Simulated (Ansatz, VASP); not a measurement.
# Bi (Bismuth) in two plane-wave programs

One calculation is typed for both programs; each brings its own data sets. How far apart do they land? The cell is taken from a series of runs on this material, whose earlier steps may have relaxed, scaled, displaced or heated it; both programs get it as it stands.

Main program and level: Ansatz 0.2.0; plane waves, with VASP 6.6.1 beside it; zone-centre phonons at PBEsol.

## (1) Starting point

Symmetry: R-3m, No. 166, trigonal system. Conventional cell: a = 4.516 Å, b = 4.516 Å, c = 11.582 Å, α = 90.00°, β = 90.00°, γ = 120.00°. Bi has 6 Bi at 3.08 to 3.43 Å nearest.

As a file:

```cif
data_structure
_symmetry_space_group_name_H-M 'R-3m:H'
_symmetry_Int_Tables_number 166
_cell_length_a 4.5165
_cell_length_b 4.5165
_cell_length_c 11.5816
_cell_angle_alpha 90.000
_cell_angle_beta 90.000
_cell_angle_gamma 120.000
_cell_volume 204.60
loop_
_atom_site_label
_atom_site_type_symbol
_atom_site_symmetry_multiplicity
_atom_site_Wyckoff_symbol
_atom_site_fract_x
_atom_site_fract_y
_atom_site_fract_z
_atom_site_occupancy
Bi1 Bi 6 c 0.00000 0.00000 0.23719 1
```

## (2) Ansatz: zone-centre phonons, PBEsol

Ansatz runs on its PAW soft_1 files.

Second derivatives magnify differences that forces hide, and they need a tight electronic threshold.

File input.yaml:

```yaml
crystal:
  lattice:
    - [2.2582370258, 1.3037937547, 3.8605222871]
    - [-2.2582370258, 1.3037937547, 3.8605222871]
    - [0.0, -2.6075875095, 3.8605222871]
  atoms:
    - { symbol: Bi, position: [0.2371934381, 0.2371934381, 0.2371934381] }
    - { symbol: Bi, position: [0.7628065619, 0.7628065619, 0.7628065619] }
kpoints:
  mp_grid: { grid: [12, 12, 12] }
hamiltonian:
  xc: pbesol
  pseudopotentials: { kind: paw, azcp: { folder: soft_1 }, xc_functional: pbe }
scf:
  occupations: { method: methfessel_paxton, width: 0.2 }
output:
  eigenvalues: true
phonons:
  method: dfpt
```

Launch:

```console
ansatz run input.yaml --threads 4 --pin off --max-ram 10240MiB --backend cpu --events-out ev --progress --plain --runs-dir out
```

Numbers of over 12 decimals in the logs are rounded to 6 here.

The program printed:

```text
Engine: ansatz 0.2.0, x86_64-unknown-linux-gnu
Pseudopotentials: kind: paw
Pseudopotential: Bi, paw, valence charge 15, recommended cutoff 420 eV (normal), soft_1/Bi.paw.azcp
Functional definition: PBEsol
  exchange = pbesol_x
  correlation = pbesol_c
Crystal: 2 atoms, lattice volume = 68.199 Å³
Basis set: ecut = 420 eV, 1333 PW (Γ), exchange–correlation on 64×64×64 points (8 copies of the dense FFT grid, shifted against one another)
Bands: 19, of which v1, the nominal top of the filled ones, is band 15 counted from 1 (14 counted from 0)
Symmetry: 12 space group operations
k-points: 476 of 1728 (irreducible under 2 space group operations, time reversal used)
Non-local potential: Bi, projectors of the file, l = 0: 2, l = 1: 2, l = 2: 2, l = 3: 1
PAW form: soft (Blöchl's): semilocal exchange-correlation on the pseudo side does not see the compensation charge
PAW frozen core: Bi, regenerated for the run's functional, and the local potential with it (the file was generated under x = pbe(κ = 0.804, μ = 0.219515), c = pbe(β = 0.066725))
PAW one-centre angular grid: Bi, 590 points (default); XC on 64 Gauss nodes
Initial density: superposition of atomic densities (chi_scale 0.1, normalization cell)
Initial wavefunctions: pseudopotential atomic-orbital guess
Functional: x = pbesol(κ = 0.804, μ = 0.123457), c = pbesol(β = 0.046)
SCF iter   1: F=—  HF=-24488.943494 eV  |F-HF|=—  |Δ(HF+E_count)|=         —  Δρ=1.12e-2  dr2=7.17e-2  ethr=3.10e-3  ⟨swp⟩=5.5  Hψ=43602  notcnv=0
preconditioner: auto → Kerker (q_TF=auto, 2.379 Å⁻¹)  [metal: Δε(μ)=0.072 eV  Ē_g=20.248 eV  σ=0.200 eV  W_gap=0.28  n_scr=14 (ndim 8)  ℏωp=24.6 eV  f_vac=0.000  D(μ)=0.21/eV (n_scr^D=0)]
SCF iter   2: F=—  HF=-24488.934505 eV  |F-HF|=—  |Δ(HF+E_count)|=   8.99e-3  S|Δr|=    0.00e0  Δρ=7.18e-3  dr2=3.09e-2  ethr=2.39e-4  ⟨swp⟩=1.0  Hψ=12852  notcnv=0
SCF iter   3: F=—  HF=-24488.930665 eV  |F-HF|=—  |Δ(HF+E_count)|=   3.84e-3  S|Δr|=    0.00e0  Δρ=8.54e-4  dr2=7.29e-4  ethr=1.03e-4  ⟨swp⟩=2.0  Hψ=16188  notcnv=0
SCF iter   4: F=—  HF=-24488.930620 eV  |F-HF|=—  |Δ(HF+E_count)|=   4.46e-5  S|Δr|=    0.00e0  Δρ=3.49e-4  dr2=1.02e-4  ethr=2.43e-6  ⟨swp⟩=2.0  Hψ=16190  notcnv=0
SCF iter   5: F=—  HF=-24488.930610 eV  |F-HF|=—  |Δ(HF+E_count)|=   1.02e-5  S|Δr|=    0.00e0  Δρ=1.40e-4  dr2=2.26e-5  ethr=3.40e-7  ⟨swp⟩=2.0  Hψ=15279  notcnv=0
SCF iter   6: F=—  HF=-24488.930611 eV  |F-HF|=—  |Δ(HF+E_count)|=   1.46e-6  S|Δr|=    0.00e0  Δρ=3.00e-5  dr2=1.02e-6  ethr=7.52e-8  ⟨swp⟩=3.0  Hψ=16200  notcnv=0
SCF iter   7: F=—  HF=-24488.930611 eV  |F-HF|=—  |Δ(HF+E_count)|=   1.46e-7  S|Δr|=    0.00e0  Δρ=5.48e-6  dr2=4.14e-8  ethr=3.40e-9  ⟨swp⟩=3.0  Hψ=16235  notcnv=0
SCF iter   8: F=—  HF=-24488.930611 eV  |F-HF|=—  |Δ(HF+E_count)|=   2.04e-9  S|Δr|=    0.00e0  Δρ=1.21e-6  dr2=1.70e-9  ethr=1.38e-10  ⟨swp⟩=2.0  Hψ=11479  notcnv=0
SCF iter   9: F=—  HF=-24488.930611 eV  |F-HF|=—  |Δ(HF+E_count)|=  2.55e-11  S|Δr|=    0.00e0  Δρ=2.14e-7  dr2=3.72e-11  ethr=5.67e-12  ⟨swp⟩=3.0  Hψ=16757  notcnv=0
SCF iter  10: F=-24488.930611 eV  HF=-24488.930611 eV  |F-HF|=3.64e-12  |Δ(HF+E_count)|=  1.82e-11  S|Δr|=    0.00e0  Δρ=6.13e-8  dr2=5.26e-12  ethr=1.00e-12  ⟨swp⟩=5.1  Hψ=34939  notcnv=0
SCF 1 converged in 10 iterations: F = -24488.930611 eV  dr2 = 5.26e-12
  greatest PAW one-centre occupation: 0.988 electrons in one spin orbital (limit 2), on the Bi atom at site 1 (counted from 0), in its partial waves of l = 2
DFPT response loops at Γ: preconditioner auto → Kerker (q_TF=auto, 2.379 Å⁻¹) (partly filled bands, converged f_vac=0.000); β = 1.00, the filter's whole step (`scf.mixing.beta` (0.50) is not read by the response loops under this deck's `scf.mixing.preconditioner`; to damp them name `kerker` or `kerker_dos`, under which they read `scf.mixing.beta`, and type it under 1.00, their step now; both keys bind the ground state too); Broyden in place of MSR1
SCF converged after 10 iterations
Stability not checked: this state was not tested for a lower state beside it, because cold or Methfessel-Paxton smearing, or corrected tetrahedra, fill the levels in a way that the test cannot read (fill_not_monotonic; see scf.lower_state_search)
Free energy (F): -24488.930611 eV
Harris-Foulkes:  -24488.930611 eV  (|F-HF|=3.64e-12)
Internal energy: -24488.932236 eV  (E = F + TS)
E sigma→0 (E₀):  -24488.931017 eV
Entropy (-TS):   0.001625 eV (0.812 meV/atom)
Fermi energy:    10.030478 eV
--- Per-component energies (eV) ---
  E_band       = -208.152770
  E_kinetic    = 509.047405
  E_local      = -2662.248068  (includes V_loc(G=0)·N_el)
  E_nonlocal   = 820.655178
  E_hartree    = 989.009888
  E_xc         = -300.742470
  E_vxc        = -261.815835  (∫ρ·V_xc dr)
  E_paw        = -21019.228580  (= ΣΔE_a)
  E_vpaw       = -591.811647  (= ΣTr[D̂ρ^β])
  E_aug_tail   = 0.000406  (compensation charges beyond the density's cutoff)
  E_ewald      = -2825.605583
  E_core_change = 0.179589  (= ΣΔE_core)
  E_smearing   = 0.001625  (= −TS)
  E_closure    = 0.000000  (closes the sum)
  Σ components = -24488.930611   (vs F -24488.930611, Δ=0.00e0)
--- Band table (eV; the first three rows and the last of 476) ---
  k-point 0: bands = [... 11 lower, 2.6607, 8.5198, 8.7710, 8.7710, 12.8135, 13.1109, 13.1109, 15.5189]
  k-point 1: bands = [... 11 lower, 2.4920, 8.5545, 8.7747, 8.7903, 12.6440, 12.7663, 12.9124, 15.2139]
  k-point 2: bands = [... 11 lower, 2.0304, 8.6239, 8.7915, 8.8623, 11.9561, 12.3064, 12.4250, 14.9855]
  k-point 475: bands = [... 11 lower, -0.1685, 9.1962, 9.5005, 9.5005, 10.5251, 10.5251, 10.5776, 17.3176]
--- Phonons (Γ-DFPT): 2 representative perturbations + reference, on 476 of 1728 k-points (Σ response iterations 6) ---
  k mesh reduced under 2 symmetry operations, with k and −k counted as one. Each operation leaves every solved perturbation unchanged. A smaller set is not used because it would not reduce the number of displacements times k-points to solve
  ASR residual: 1.678e-5 → 0.000e0 eV/Å²; symmetrization residual: 1.720e-5 eV/Å²
  ASR residual per site (eV/Å²): 1.68e-5 1.68e-5
  Γ frequencies (cm⁻¹): 0.00 0.00 0.00 64.41 64.41 98.96
  non-analytic LO–TO correction: not included (Born effective charges unavailable; polar crystals: no LO–TO splitting at Γ)
```

Reading the cycles: dr2 is the Hartree energy of the density residual (eV), the measure of convergence; HF is the Harris–Foulkes estimate of the energy, which meets the free energy F at convergence.

## (3) VASP: zone-centre phonons, PBEsol

The same cell, functional, mesh and smearing now go to VASP, with its own data sets.

Lines of VASP's logs that name or quote its potential files are left out, and so is its time.

File INCAR:

```
SYSTEM = Bi
PREC = Accurate
ENCUT = 500
EDIFF = 1E-08
NELM = 120
ISMEAR = 1
SIGMA = 0.2
LREAL = .FALSE.
ALGO = Normal
GGA = PS
NBANDS = 21
LORBIT = 11
LWAVE = .FALSE.
LCHARG = .FALSE.
ISIF = 2
IBRION = 8
LASPH = .TRUE.
GGA_COMPAT = .FALSE.
KPAR = 2
```

File POSCAR:

```
Bi
1.0
    2.2582370258      1.3037937547      3.8605222871
   -2.2582370258      1.3037937547      3.8605222871
    0.0000000000     -2.6075875095      3.8605222871
Bi
2
Direct
    0.2371934381      0.2371934381      0.2371934381
    0.7628065619      0.7628065619      0.7628065619
```

File KPOINTS:

```
Automatic mesh
0
Gamma
12 12 12
0 0 0
```

PAW data sets: Bi_d (PBE family, release 64).

Launch:

```console
mpirun -np 2 vasp_std
```

The program printed:

```text
[banner, memory and clock lines left out]
running    2 mpi-ranks, on    1 nodes
 distrk:  each k-point on    1 cores,    2 groups
 distr:  one band on    1 cores,    1 groups

 POSCAR found type information on POSCAR Bi
 POSCAR found :  1 types and       2 ions
|                                                                             |
|               ----> ADVICE to this user running VASP <----                  |
|                                                                             |
|     You enforced a specific xc type in the INCAR file but a different       |
|     [... a line on the potential file left out ...]
|     I HOPE YOU KNOW WHAT YOU ARE DOING!                                     |
|                                                                             |

 LDA part: xc-table for (Slater+PW92), standard interpolation
 POSCAR, INCAR and KPOINTS ok, starting setup
 FFT: planning ... GRIDC
 FFT: planning ... GRID_SOFT
 FFT: planning ... GRID
 WAVECAR not read
 entering main loop
       N       E                     dE             d eps       ncg     rms          rms(c)
DAV:   1     0.298891661038E+03    0.29889E+03   -0.16123E+04  7956   0.169E+03
DAV:   2     0.162930630715E+02   -0.28260E+03   -0.27648E+03  8008   0.439E+02
DAV:   3    -0.775347590874E+01   -0.24047E+02   -0.23736E+02  9401   0.145E+02
DAV:   4    -0.858206950447E+01   -0.82859E+00   -0.82812E+00  9530   0.295E+01
DAV:   5    -0.861973183759E+01   -0.37662E-01   -0.37661E-01 11245   0.561E+00    0.105E+00
DAV:   6    -0.860845931437E+01    0.11273E-01   -0.20702E-02 10224   0.168E+00    0.610E-01
DAV:   7    -0.860407830726E+01    0.43810E-02   -0.13071E-02 10291   0.138E+00    0.120E-01
DAV:   8    -0.860403121116E+01    0.47096E-04   -0.14012E-03  9170   0.471E-01    0.163E-02
DAV:   9    -0.860403770166E+01   -0.64905E-05   -0.60174E-05 11991   0.685E-02    0.716E-03
DAV:  10    -0.860403714536E+01    0.55630E-06   -0.21671E-06  9612   0.107E-02    0.165E-03
DAV:  11    -0.860403724332E+01   -0.97964E-07   -0.26686E-07 10361   0.375E-03    0.659E-04
DAV:  12    -0.860403721432E+01    0.29002E-07   -0.39028E-08  7686   0.205E-03    0.196E-04
DAV:  13    -0.860403725803E+01   -0.43710E-07   -0.60992E-09  5309   0.900E-04    0.507E-05
DAV:  14    -0.860403726079E+01   -0.27621E-08   -0.12367E-09  5034   0.424E-04
   1 F= -.86040373E+01 E0= -.86045822E+01  d E =0.163475E-02
 Linear response reoptimize wavefunctions to high precision
DAV:   1    -0.860403726409E+01   -0.33024E-08   -0.59487E-10  5129   0.319E-04
DAV:   2    -0.860403726409E+01    0.45475E-11   -0.19869E-10  4844   0.151E-04
 Linear response DOF=           2
 Linear response progress:
  Degree of freedom:   1/  2
       N       E                     dE             d eps       ncg     rms          rms(c)
RMM:   1    -0.328785692062E+00   -0.32879E+00    0.22349E-01 48367   0.841E+00
RMM:   2    -0.337392952073E+00   -0.86073E-02   -0.20106E-02 62330   0.118E+00    0.438E-02
RMM:   3    -0.337611260215E+00   -0.21831E-03   -0.16882E-03 66882   0.330E-01    0.252E-02
RMM:   4    -0.337499751536E+00    0.11151E-03   -0.13503E-04 68832   0.102E-01    0.589E-03
RMM:   5    -0.337505469272E+00   -0.57177E-05   -0.18096E-05 65068   0.329E-02    0.234E-03
RMM:   6    -0.337511111973E+00   -0.56427E-05   -0.33553E-06 67917   0.146E-02    0.969E-04
RMM:   8    -0.337505563716E+00    0.44366E-05   -0.12157E-07 69025   0.169E-03    0.102E-04
RMM:   9    -0.337503786171E+00    0.17775E-05   -0.32351E-08 70126   0.693E-04    0.259E-05
RMM:  10    -0.337503765743E+00    0.20428E-07    0.26954E-07 72129   0.313E-04    0.170E-05
RMM:  11    -0.337503557138E+00    0.20860E-06    0.15935E-07 70729   0.170E-04    0.873E-06
RMM:  12    -0.337503240172E+00    0.31697E-06    0.10886E-07 69251   0.931E-05    0.383E-06
RMM:  13    -0.337503323094E+00   -0.82923E-07    0.48873E-08 72280   0.548E-05    0.296E-06
RMM:  14    -0.337503244505E+00    0.78589E-07    0.27523E-08 69278   0.387E-05    0.834E-07
RMM:  15    -0.337503222436E+00    0.22069E-07    0.55733E-09 73174   0.307E-05    0.310E-07
RMM:  16    -0.337503222792E+00   -0.35581E-09   -0.33815E-09 54477   0.267E-05    0.350E-07
 first order change of Fermi-energy  -0.14691E-04
 force on displaced ion       1 direction 1 :  -1.604   0.000   0.000
 Linear response progress:
  Degree of freedom:   2/  2
       N       E                     dE             d eps       ncg     rms          rms(c)
RMM:   1    -0.329546344044E+00   -0.32955E+00    0.24793E-01 10524   0.850E+00
RMM:   2    -0.338056846801E+00   -0.85105E-02   -0.19317E-02 13588   0.116E+00    0.395E-02
RMM:   3    -0.338172327584E+00   -0.11548E-03   -0.15779E-03 14588   0.321E-01    0.222E-02
RMM:   4    -0.337983021086E+00    0.18931E-03   -0.13533E-04 14797   0.104E-01    0.558E-03
RMM:   5    -0.337992741780E+00   -0.97207E-05   -0.16629E-05 15018   0.315E-02    0.321E-03
RMM:   6    -0.338005664361E+00   -0.12923E-04   -0.28746E-06 13976   0.141E-02    0.805E-04
RMM:   7    -0.338006726662E+00   -0.10623E-05   -0.37121E-07 14758   0.464E-03    0.549E-04
RMM:   8    -0.338004646135E+00    0.20805E-05   -0.32282E-08 12918   0.170E-03    0.882E-05
RMM:   9    -0.338004153725E+00    0.49241E-06    0.11436E-08 15416   0.787E-04    0.485E-05
RMM:  10    -0.338003964279E+00    0.18945E-06    0.25136E-08 14908   0.279E-04    0.307E-05
RMM:  11    -0.338003818199E+00    0.14608E-06    0.48025E-09 14604   0.147E-04    0.744E-06
RMM:  12    -0.338003853318E+00   -0.35119E-07   -0.11541E-09 15569   0.776E-05    0.248E-06
RMM:  13    -0.338003854805E+00   -0.14877E-08    0.65246E-09 15564   0.456E-05    0.992E-07
 first order change of Fermi-energy   0.29067E+00
 force on displaced ion       1 direction 3 :   0.000   0.000  -3.775
 Linear response finished
```

OUTCAR, selected parts (step 3):

```text
ion  position               nearest neighbor table
   1  0.237  0.237  0.237-   2 3.08   2 3.08   2 3.08   2 3.43   2 3.43   2 3.43
   2  0.763  0.763  0.763-   1 3.08   1 3.08   1 3.08   1 3.43   1 3.43   1 3.43

  LATTYP: Found a trigonal (rhomboedric) cell.
 ALAT       =     4.6586634294
 COS(alpha) =     0.5300557153

 Subroutine GETGRP returns: Found 12 space group operations
 (whereof 12 operations were pure point group operations)

The static configuration has the point symmetry D_3d.

 Found    189 irreducible k-points:

   k-points           NKPTS =    189   k-points in BZ     NKDIM =    189   number of bands    NBANDS=     21

   dimension x,y,z NGX =    36 NGY =   36 NGZ =   36
   dimension x,y,z NGXF=    72 NGYF=   72 NGZF=   72

   ENCUT  =  500.0 eV  36.75 Ry    6.06 a.u.   8.49  8.49  8.49*2*pi/ulx,y,z

   NELECT =      30.0000    total number of electrons

 k-points in reciprocal lattice and weights: Automatic mesh
   0.00000000  0.00000000  0.00000000       0.001
   0.08333333  0.00000000  0.00000000       0.003
   0.16666667  0.00000000  0.00000000       0.003
   0.25000000  0.00000000  0.00000000       0.003
   0.33333333  0.00000000  0.00000000       0.003
   0.41666667 -0.00000000  0.00000000       0.003
   0.50000000  0.00000000  0.00000000       0.002
   0.08333333  0.08333333  0.00000000       0.003
   0.16666667  0.08333333  0.00000000       0.007
[...]
-0.41666667  0.50000000  0.41666667       0.003
   0.50000000  0.50000000  0.50000000       0.001

 average (electrostatic) potential at core
       1-104.0286       2-104.0286

  Total        0.1360026      0.1360026      0.1384249      0.0000000     -0.0000000      0.0000000
  in kB        3.1950822      3.1950822      3.2519881      0.0000000     -0.0000000      0.0000000
  external PRESSURE =       3.2140508 kB  Pullay stress =       0.0000000 kB

  energy-cutoff  :      500.00
  volume of cell :       68.20
      direct lattice vectors                 reciprocal lattice vectors
     2.258237026  1.303793755  3.860522287     0.221411656  0.127832079  0.086344103
    -2.258237026  1.303793755  3.860522287    -0.221411656  0.127832079  0.086344103
     0.000000000 -2.607587510  3.860522287     0.000000000 -0.255664159  0.086344103

 POSITION                                       TOTAL-FORCE (eV/Angst)
 -----------------------------------------------------------------------------------
      0.00000     -0.00000      2.74707         0.000000     -0.000000      0.002943
      0.00000     -0.00000      8.83450         0.000000      0.000000     -0.002943
 -----------------------------------------------------------------------------------
    total drift:                                0.000000     -0.000000      0.000000

 Eigenvectors and eigenvalues of the dynamical matrix
 ----------------------------------------------------

   1 f  =    2.971665 THz    18.671521 2PiTHz   99.124069 cm-1    12.289813 meV
             X         Y         Z           dx          dy          dz
      0.000000 -0.000000  2.747072    -0.000000   -0.000000    0.707107
      0.000000 -0.000000  8.834495     0.000000    0.000000   -0.707107

   2 f  =    1.936700 THz    12.168646 2PiTHz   64.601364 cm-1     8.009545 meV
             X         Y         Z           dx          dy          dz
      0.000000 -0.000000  2.747072     0.707107   -0.000000   -0.000000
      0.000000 -0.000000  8.834495    -0.707107    0.000000   -0.000000

   3 f  =    1.936700 THz    12.168646 2PiTHz   64.601364 cm-1     8.009545 meV
             X         Y         Z           dx          dy          dz
      0.000000 -0.000000  2.747072    -0.000000   -0.707107   -0.000000
      0.000000 -0.000000  8.834495     0.000000    0.707107    0.000000

   4 f  =    0.000000 THz     0.000000 2PiTHz    0.000001 cm-1     0.000000 meV
             X         Y         Z           dx          dy          dz
      0.000000 -0.000000  2.747072    -0.112617    0.423534   -0.554920
      0.000000 -0.000000  8.834495    -0.112617    0.423534   -0.554920

   5 f/i=    0.000000 THz     0.000000 2PiTHz    0.000000 cm-1     0.000000 meV
             X         Y         Z           dx          dy          dz
      0.000000 -0.000000  2.747072     0.510660   -0.333265   -0.357995
      0.000000 -0.000000  8.834495     0.510660   -0.333265   -0.357995

   6 f/i=    0.000000 THz     0.000000 2PiTHz    0.000001 cm-1     0.000000 meV
             X         Y         Z           dx          dy          dz
      0.000000 -0.000000  2.747072     0.475966    0.457770    0.252792
      0.000000 -0.000000  8.834495     0.475966    0.457770    0.252792

 ELASTIC MODULI CONTR FROM IONIC RELAXATION (kBar)
 Direction    XX          YY          ZZ          XY          YZ          ZX
 --------------------------------------------------------------------------------
 XX        -151.5419     42.4749    -99.7285      0.0000    198.9185     -0.0000
 YY          42.4749   -151.5419    -99.7285     -0.0000   -198.9185      0.0000
 ZZ         -99.7285    -99.7285   -182.3793      0.0000      0.0000     -0.0000
 XY           0.0000     -0.0000      0.0000    -97.0084     -0.0000    196.5942
 YZ         198.9185   -198.9185      0.0000     -0.0000   -407.8882      0.0000
 ZX          -0.0000      0.0000     -0.0000    196.5942      0.0000   -398.4118
 --------------------------------------------------------------------------------
```

## (4) Comparison

Known differences besides the potentials themselves: the cutoff is 420 eV in Ansatz and 500 eV in VASP; Ansatz makes its cores anew for this functional, VASP keeps those of its PBE data sets. Total energies have different zeros and are not compared.

Both answers:

```csv
quantity,Ansatz,VASP,difference
optical mode 1 to 2 (cm⁻¹),64.4,64.6,-0.30 %
optical mode 3 (cm⁻¹),99.0,99.1,-0.17 %
```

Modes are paired by rising frequency, not by their patterns, so a pair may set unlike modes beside each other; they are those without the splitting of longitudinal modes.

## (5) Outcome

```yaml
r_m_s_difference_of_the_optical_zone_centre_modes_each_program_s_sorted_by_frequency_zone_centre_phonons_pbesol: 0.18 cm⁻¹
```

In words: The r.m.s. difference of the optical zone-centre modes, each program's sorted by frequency is 0.18 cm⁻¹ (zone-centre phonons, PBEsol). Such differences can come from data sets, numerical settings and the points named under the comparisons, not from the functional's error against experiment.

[Lines on the potential files, build, host, timing and source positions are cut from VASP's logs without a mark.]

[Logs are printed without paths, hosts, clocks, repeated set-up lines and the standing remarks that a program may print on its own settings, such as how far it seeks lower states.]

[Hosts, paths, dates, database ids (printed as entryN), source tags and the programs' standing remarks are cut or masked in the printed files.]
